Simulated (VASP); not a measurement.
Consider the following.

```xyz
2
Lattice="0.0000 2.0974 2.0974 2.0974 0.0000 2.0974 2.0974 2.0974 0.0000" Properties=species:S:1:pos:R:3 pbc="T T T"
Mg     0.0000     0.0000     0.0000
O      2.0974     2.0224     2.0974
```

Calculation: r2SCAN meta-GGA, VASP's PBE PAW potentials (set 64) (plane waves; VASP 6.6.1). Run with 600 eV cut-off, 10×10×10 Γ-centred mesh, Gaussian smearing of 0.050 eV, potentials Mg O.

Question: Which forces act on the atoms, in eV/Å?

Answer: 
```json
[
 {"atom": "Mg1", "Fx": "0.000", "Fy": "-0.457", "Fz": "0.000"},
 {"atom": "O2", "Fx": "0.000", "Fy": "0.457", "Fz": "0.000"}
]
```

Question: Give the stress tensor in GPa (positive for a compressed cell).

Answer: 
```
-0.36   0.00   0.00
 0.00   1.84   0.00
 0.00   0.00  -0.36
```
The pressure is its mean diagonal, 0.37 GPa.

The compound is MgO in the rock salt structure. This cell was strained or had an atom moved on purpose.
